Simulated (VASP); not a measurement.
Consider the following.

```
Ga
1.0
    2.22098    -3.81612     0.00000
    2.22098     3.81612     0.00000
    0.00000     0.00000     4.53836
Ga
4
Direct
  0.15557   0.84443   0.91784
  0.34443   0.65557   0.41784
  0.65557   0.34443   0.58216
  0.84443   0.15557   0.08216
```

Method: vdW-DF-cx, VASP's PBE PAW potentials (set 64) (plane waves; VASP). Settings: 520 eV cut-off, Gaussian smearing of 0.050 eV, potentials Ga_d.

Problem. Give the energies of bands 21 to 30 at the high-symmetry points, in eV from the Fermi level.

Solution. 
| band | Γ | Y | C0 | Z | A0 | T | S | R |
|---|---|---|---|---|---|---|---|---|
| 21 | -11.21 | -9.50 | -8.68 | -9.37 | -6.95 | -7.73 | -8.68 | -7.26 |
| 22 | -4.38 | -7.38 | -7.69 | -9.37 | -6.95 | -7.73 | -8.68 | -7.26 |
| 23 | -3.92 | -4.06 | -6.63 | -0.04 | -6.10 | -5.46 | -3.52 | -6.35 |
| 24 | -1.69 | -3.25 | -1.25 | -0.04 | -6.10 | -5.46 | -3.52 | -6.35 |
| 25 | -1.57 | -1.95 | -1.20 | 0.02 | -3.71 | -1.25 | -1.48 | -1.61 |
| 26 | -0.83 | -1.68 | -0.26 | 0.02 | -3.71 | -1.25 | -1.48 | -1.61 |
| 27 | 0.90 | 1.04 | -0.19 | 0.06 | 4.28 | -0.81 | 0.63 | 0.47 |
| 28 | 0.96 | 1.05 | 0.88 | 0.06 | 4.28 | -0.81 | 0.63 | 0.47 |
| 29 | 1.12 | 3.43 | 1.89 | 1.97 | 5.12 | 6.48 | 4.09 | 7.29 |
| 30 | 5.15 | 3.74 | 2.98 | 1.97 | 5.12 | 6.48 | 4.09 | 7.29 |

It has no gap at this level: it comes out as a metal or semimetal.

The compound is Ga in the alpha structure. It was relaxed first.
